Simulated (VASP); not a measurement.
Here is the system:

```
SnO
1.0
    3.76203     0.00000     0.00000
    0.00000     3.76203     0.00000
    0.00000     0.00000     4.69113
Sn O
2 2
Cartesian
  1.88101   3.76203   3.55481
  3.76203   1.88101   1.13632
  1.88101   1.88101   0.00000
  0.00000   0.00000   0.00000
```

Calculation: optB86b-vdW, VASP's PBE PAW potentials (set 64) (plane waves; VASP). Settings: 520 eV cut-off, 6×6×5 Γ-centred mesh, Gaussian smearing of 0.050 eV, potentials Sn_d O.

### Question
The ions and cell shape at fixed volume are relaxed. Give the cell that the relaxation ends in.

### Answer

```
SnO
1.0
    3.80302     0.00000     0.00000
    0.00000     3.80302     0.00000
    0.00000     0.00000     4.59054
Sn O
2 2
Direct
  0.50000   0.00000   0.74665
  0.00000   0.50000   0.25335
  0.50000   0.50000   0.00000
  0.00000   0.00000   0.00000
```
Space group P4/nmm (129), at a tolerance of 0.03 Å.

### Question
How much energy does the relaxation gain?

### Answer
The energy (σ→0) changes by -12.7 meV/atom, in 7 ionic steps.

The compound is SnO in the litharge structure. This cell is one point of a volume scan, at 0.94 of the reference volume. Symmetry was kept, so distortions that lower it aren't found.
